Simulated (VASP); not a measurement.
Calculation: PBE GGA, VASP's PBE PAW potentials (set 64) (plane waves; VASP).

Input for VASP

File KPOINTS:
```
Automatic mesh
0
G
  7 7 7
0 0 0
```

INCAR:
```
# general
SYSTEM  = CdSe
PREC    = Accurate
ENCUT   = 350
LREAL   = .FALSE.   # projection in real space or not
LASPH   = .TRUE.   # aspherical one-centre terms

# electronic loop
EDIFF   = 1E-6   # SCF stop (eV)
NELM    = 100   # most electronic steps
ALGO    = Normal
LMAXMIX = 4

# smearing
ISMEAR  = 0   # Gaussian
SIGMA   = 0.05

# functional
GGA     = PE   # PBE

# ions
IBRION  = 2   # conjugate gradients
NSW     = 60
ISIF    = 3
EDIFFG  = -0.01   # ionic stop

# output
LWAVE   = .FALSE.
LCHARG  = .FALSE.
```

### POSCAR
```
CdSe
1.0
  0.0000000000   3.0250000000   3.0250000000
  3.0250000000   0.0000000000   3.0250000000
  3.0250000000   3.0250000000   0.0000000000
Cd Se
1 1
Cart
  0.0000000000   0.0000000000   0.0000000000
  1.5125000000   1.5125000000   1.5125000000
```

POTCAR, in this order: Cd Se (PBE.64 set). Program: vasp_std.

Output

OSZICAR:
```
       N       E                     dE             d eps       ncg     rms          rms(c)
DAV:   1     0.866266326123E+02    0.86627E+02   -0.73825E+03   528   0.907E+02
DAV:   2    -0.257522270198E+01   -0.89202E+02   -0.86142E+02   620   0.256E+02
DAV:   3    -0.580286987916E+01   -0.32276E+01   -0.32222E+01   600   0.515E+01
DAV:   4    -0.581629759392E+01   -0.13428E-01   -0.13427E-01   570   0.322E+00
DAV:   5    -0.581637885066E+01   -0.81257E-04   -0.81256E-04   595   0.231E-01    0.691E+00
DAV:   6    -0.546384245061E+01    0.35254E+00   -0.64715E-01   682   0.107E+01    0.531E+00
DAV:   7    -0.544029716336E+01    0.23545E-01   -0.17429E-01   570   0.314E+00    0.220E+00
DAV:   8    -0.544079839751E+01   -0.50123E-03   -0.16353E-02   530   0.189E+00    0.255E-01
DAV:   9    -0.544088847355E+01   -0.90076E-04   -0.21073E-03   595   0.705E-01    0.562E-02
DAV:  10    -0.544095681582E+01   -0.68342E-04   -0.23952E-04   565   0.226E-01    0.460E-02
DAV:  11    -0.544099814723E+01   -0.41331E-04   -0.70519E-05   530   0.646E-02    0.119E-02
DAV:  12    -0.544099798832E+01    0.15890E-06   -0.62700E-06   615   0.380E-02
   1 F= -.54409980E+01 E0= -.54409980E+01  d E =-.544100E+01
       N       E                     dE             d eps       ncg     rms          rms(c)
DAV:   1    -0.685614303356E+01   -0.14151E+01   -0.30014E+01   550   0.744E+01    0.110E+01
DAV:   2    -0.566101073890E+01    0.11951E+01   -0.26626E+00   530   0.252E+01    0.364E+00
DAV:   3    -0.550743284378E+01    0.15358E+00   -0.34565E-01   560   0.683E+00    0.339E+00
DAV:   4    -0.548400493641E+01    0.23428E-01   -0.30617E-02   530   0.139E+00    0.837E-01
DAV:   5    -0.548255612425E+01    0.14488E-02   -0.32966E-03   605   0.699E-01    0.131E-01
DAV:   6    -0.548264856210E+01   -0.92438E-04   -0.47083E-04   545   0.205E-01    0.692E-02
DAV:   7    -0.548268803017E+01   -0.39468E-04   -0.44544E-05   580   0.476E-02    0.308E-02
DAV:   8    -0.548268665519E+01    0.13750E-05   -0.22244E-06   410   0.212E-02    0.723E-03
DAV:   9    -0.548268713103E+01   -0.47585E-06   -0.12794E-06   524   0.703E-03
   2 F= -.54826871E+01 E0= -.54826871E+01  d E =-.416891E-01
       N       E                     dE             d eps       ncg     rms          rms(c)
DAV:   1    -0.556205998776E+01   -0.79373E-01   -0.15579E+00   570   0.160E+01    0.200E+00
DAV:   2    -0.549359919735E+01    0.68461E-01   -0.17729E-01   560   0.640E+00    0.632E-01
DAV:   3    -0.548670883022E+01    0.68904E-02   -0.19299E-02   530   0.149E+00    0.558E-01
DAV:   4    -0.548609762358E+01    0.61121E-03   -0.12387E-03   535   0.336E-01    0.905E-02
DAV:   5    -0.548607174807E+01    0.25876E-04   -0.20674E-04   600   0.208E-01    0.468E-02
DAV:   6    -0.548607926296E+01   -0.75149E-05   -0.36455E-05   540   0.779E-02    0.145E-02
DAV:   7    -0.548607901786E+01    0.24511E-06   -0.17738E-06   563   0.860E-03
   3 F= -.54860790E+01 E0= -.54860790E+01  d E =-.450810E-01
```

**OUTCAR**
```
------------------------ aborting loop because EDIFF is reached ----------------------------------------
  FORCE on cell =-STRESS in cart. coord.  units (eV):
  Direction    XX          YY          ZZ          XY          YZ          ZX
  --------------------------------------------------------------------------------------
  Total        0.0056442      0.0056442      0.0056442      0.0000000      0.0000000      0.0000000
  in kB        0.1520411      0.1520411      0.1520411      0.0000000      0.0000000      0.0000000
  external PRESSURE =       0.1520411 kB  Pullay stress =       0.0000000 kB
  volume of cell :       59.48
      direct lattice vectors                 reciprocal lattice vectors
    -0.000000000  3.098191680  3.098191680    -0.161384463  0.161384463  0.161384463
     3.098191680 -0.000000000  3.098191680     0.161384463 -0.161384463  0.161384463
     3.098191680  3.098191680  0.000000000     0.161384463  0.161384463 -0.161384463
  FREE ENERGIE OF THE ION-ELECTRON SYSTEM (eV)
  ---------------------------------------------------
  free  energy   TOTEN  =        -5.4860790179 eV

  energy  without entropy=       -5.4860790179  energy(sigma->0) =       -5.48607902

 reached required accuracy - stopping structural energy minimisation
```
(Selected blocks of OUTCAR.)

CONTCAR:
```
CdSe
   1.00000000000000
    -0.0000000000000000    3.0981916802775666    3.0981916802775666
     3.0981916802775666   -0.0000000000000000    3.0981916802775666
     3.0981916802775666    3.0981916802775666    0.0000000000000000
  Cd              Se
     1     1
Direct
     0.0000000000000000    0.0000000000000000    0.0000000000000000
     0.2500000000000000    0.2500000000000000    0.2500000000000000
```

Energy and stress use the plane-wave basis of the starting cell.

The compound is CdSe in the zinc blende structure, whereas wurtzite is the usual form. This run relaxes it. Symmetry was kept, so distortions that lower it aren't found.
